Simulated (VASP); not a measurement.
Method: r2SCAN meta-GGA, VASP's PBE PAW potentials (set 64) (plane waves; VASP).

The input files of a VASP run:

**POSCAR**
```
B
1
    4.4081673189    -2.4493118806    -0.0017097499
    4.4081673189     2.4493118806    -0.0017097499
    3.0488132005    -0.0000000000     4.0169393335
B
12
Direct
  0.0099618918   0.6543142688   0.0099618918
  0.0099618918   0.0099618918   0.6543142688
  0.6543142688   0.0099618918   0.0099618918
  0.9900381082   0.3456857312   0.9900381082
  0.9900381082   0.9900381082   0.3456857312
  0.3456857312   0.9900381082   0.9900381082
  0.2205417916   0.6316715626   0.2205417916
  0.2205417916   0.2205417916   0.6316715626
  0.6316715626   0.2205417916   0.2205417916
  0.7794582084   0.3683284374   0.7794582084
  0.7794582084   0.7794582084   0.3683284374
  0.3683284374   0.7794582084   0.7794582084
```

KPOINTS:
```
kpoints
0
gamma
 10 10 10
0 0 0
```

**INCAR**
```
# general
SYSTEM  = B
PREC    = Accurate
ENCUT   = 520   # plane-wave cut-off (eV)
LREAL   = F   # projection in real space or not
LASPH   = T   # aspherical one-centre terms
NBANDS  = 75

# electronic loop
EDIFF   = 1E-7   # SCF stop (eV)
NELM    = 100   # most electronic steps
ALGO    = Normal
LMIXTAU = T

# smearing
ISMEAR  = 0
SIGMA   = 0.01

# functional
METAGGA = R2SCAN

# output
LWAVE   = F
LCHARG  = F
NEDOS   = 1001

# other
LOPTICS = T
LPEAD   = T
CSHIFT  = 0.1
```

POTCAR, in this order: B (PBE.64 set). Program: vasp_std.

The dielectric response may not be converged in the k-mesh; for small gaps it tends to come out too large.

Q: What does the run give for the energy per atom (σ→0)?

A: 
The energy per atom (σ→0) is -7.344 eV/atom.

**OSZICAR**
```
...
DAV:  14    -0.881277943568E+02    0.23198E-03   -0.34351E-05 20268   0.204E-02    0.107E-02
DAV:  15    -0.881277884993E+02    0.58575E-05   -0.16325E-05 18525   0.149E-02    0.183E-03
DAV:  16    -0.881277880681E+02    0.43121E-06   -0.37845E-06 19117   0.770E-03    0.694E-04
DAV:  17    -0.881277891901E+02   -0.11221E-05   -0.38910E-07 19495   0.204E-03    0.423E-04
DAV:  18    -0.881277890565E+02    0.13363E-06   -0.22207E-08 15165   0.513E-04    0.175E-04
DAV:  19    -0.881277890915E+02   -0.34981E-07   -0.13592E-08 15306   0.424E-04
   1 F= -.88127789E+02 E0= -.88127789E+02  d E =-.832157E-42
 imaginary and real dielectric function
```

The compound is B in the alpha structure. It was relaxed first.
